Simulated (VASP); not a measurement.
Data:

```
CELL_PARAMETERS angstrom
      4.66449     0.00000     0.00000
      0.00000     4.66449     0.00000
      0.00000     0.00000     4.66449
ATOMIC_POSITIONS crystal
  Si 0.16188 0.33812 0.66188
  Si 0.66188 0.16188 0.33812
  Si 0.83812 0.83812 0.83812
  Si 0.33812 0.66188 0.16188
  Ru 0.86882 0.63118 0.36882
  Ru 0.36882 0.86882 0.63118
  Ru 0.13118 0.13118 0.13118
  Ru 0.63118 0.36882 0.86882
```

These are LDA (Ceperley-Alder, Perdew-Zunger), VASP's LDA PAW potentials (set 64) (plane waves; VASP) values and carry that method's errors. Run with 400 eV cut-off, 6×6×6 Γ-centred mesh, tetrahedra with Blöchl corrections, potentials Si Ru_pv.

Estimate the energy per atom (σ→0).

| Quantity | Value |
|---|---|
| energy per atom (σ→0) | -9.019 eV/atom |

Only differences to runs with the same potentials and settings are physical.

The compound is RuSi in the B20 structure. It was relaxed first.
